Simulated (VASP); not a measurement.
An input for Ansatz (written as the equivalent of a VASP run, and not itself run):

Ansatz 0.2 input:
```yaml
crystal:
  lattice:
    - [0.0000000, 3.3800000, 3.3800000]
    - [3.3800000, 0.0000000, 3.3800000]
    - [3.3800000, 3.3800000, 0.0000000]
  atoms:
    - { symbol: Mg, position: [0.2500000, 0.2500000, 0.2500000] }
    - { symbol: Mg, position: [0.7500000, 0.7500000, 0.7500000] }
    - { symbol: Sn, position: [0.0000000, 0.0000000, 0.0000000] }
kpoints:
  mp_grid: { grid: [6, 6, 6] }
hamiltonian:
  xc: lda
  pseudopotentials: { kind: paw }
scf:
  occupations: { method: gaussian, width: 0.05 }
  max_iter: 100
relax:
  max_steps: 60
  f_tol: 0.01
  cell: {}
output: { forces: true, stress: true, eigenvalues: true }
```

Problem. Write the VASP files for the same calculation (LDA).

Solution. Several could match; the one computed here: 
**KPOINTS**
```
Automatic mesh
0
Gamma
6 6 6
0 0 0
```

File POSCAR:
```
Mg2Sn
1
    0.0000000000     3.3800000000     3.3800000000
    3.3800000000     0.0000000000     3.3800000000
    3.3800000000     3.3800000000     0.0000000000
Mg Sn
2 1
Direct
  0.2500000000   0.2500000000   0.2500000000
  0.7500000000   0.7500000000   0.7500000000
  0.0000000000   0.0000000000   0.0000000000
```

### INCAR
```
ALGO = Normal
EDIFF = 1E-6
EDIFFG = -0.01
ENCUT = 520
IBRION = 2
ISIF = 3
ISMEAR = 0
LASPH = T
LCHARG = F
LMAXMIX = 4
LREAL = F
LWAVE = F
NELM = 100
NSW = 60
PREC = Accurate
SIGMA = 0.05
SYSTEM = Mg2Sn
```

POTCAR, in this order: Mg Sn_d (LDA.64 set). Program: vasp_std.

Limits of the translation: each code has its own PAW files, so the cut-off isn't converted (ENCUT is set for VASP's; basis.ecutwfc is left out, and Ansatz then takes the one that its files recommend); Ansatz stops its SCF on the density residual and VASP on the energy change (EDIFF); Ansatz's lda is the Perdew-Wang form, while the LDA potentials of VASP carry Perdew-Zunger's.

The compound is Mg2Sn in the antifluorite structure. This run relaxes it. Symmetry was kept, so distortions that lower it aren't found.
